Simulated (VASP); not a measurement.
Input for VASP

File KPOINTS:
```
Automatic mesh
0
Gamma
12 12 7
0 0 0
```

**INCAR**
```
ISMEAR = 1   ! Methfessel-Paxton
PREC = Accurate
LMAXMIX = 4   ! l cut-off of mixed one-centre charges
PSTRESS = 50   ! kbar
EDIFFG = -0.02   ! ionic stop
IBRION = 2   ! conjugate gradients
LCHARG = .FALSE.
NELM = 100
SYSTEM = Tl
ALGO = Normal   ! blocked Davidson
EDIFF = 1E-6
ISIF = 3   ! ions, shape and volume
GGA = PE
SIGMA = 0.1   ! width (eV)
LWAVE = .FALSE.
ENCUT = 500
NSW = 40
LASPH = .TRUE.   ! aspherical one-centre terms
LREAL = .FALSE.   ! projection in real space or not
```

File POSCAR:
```
Tl
1
    1.7233210726    -2.9848798014     0.0000000000
    1.7233210726     2.9848798014     0.0000000000
    0.0000000000     0.0000000000     5.3515274134
Tl
2
Direct
  0.3333330000   0.6666670000   0.2500000000
  0.6666670000   0.3333330000   0.7500000000
```

POTCAR, in this order: Tl_d (PBE.64 set). Program: vasp_std.

Write an equivalent input for Quantum ESPRESSO's pw.x.

One equivalent input (not run):
```
&CONTROL
  calculation = 'vc-relax'
  pseudo_dir = './pseudo'
  outdir = './out'
  tprnfor = .true.
  tstress = .true.
  nstep = 40
  forc_conv_thr = 0.00078
/
&SYSTEM
  ibrav = 0
  nat = 2
  ntyp = 1
  ecutwfc = 60.3
  occupations = 'smearing'
  smearing = 'methfessel-paxton'
  degauss = 0.00735
  input_dft = 'pbe'
/
&ELECTRONS
  conv_thr = 7.3e-08
  electron_maxstep = 100
/
&IONS
/
&CELL
  press = 50
/
ATOMIC_SPECIES
  Tl 204.380 Tl.upf
CELL_PARAMETERS angstrom
     1.7233211   -2.9848798    0.0000000
     1.7233211    2.9848798    0.0000000
     0.0000000    0.0000000    5.3515274
ATOMIC_POSITIONS crystal
  Tl   0.3333330  0.6666670  0.2500000
  Tl   0.6666670  0.3333330  0.7500000
K_POINTS automatic
  12 12 7 0 0 0
```
Limits of the translation: the potentials are each code's own (VASP's PAW set, PseudoDojo norm-conserving files in pw.x), so ENCUT and ecutwfc are chosen apart and not converted; conv_thr bounds pw.x's estimated SCF error, while EDIFF bounds the energy change between steps; forc_conv_thr acts on force components and is met together with etot_conv_thr.

The compound is Tl in the hcp structure. It was relaxed first under an external pressure of 5 GPa.
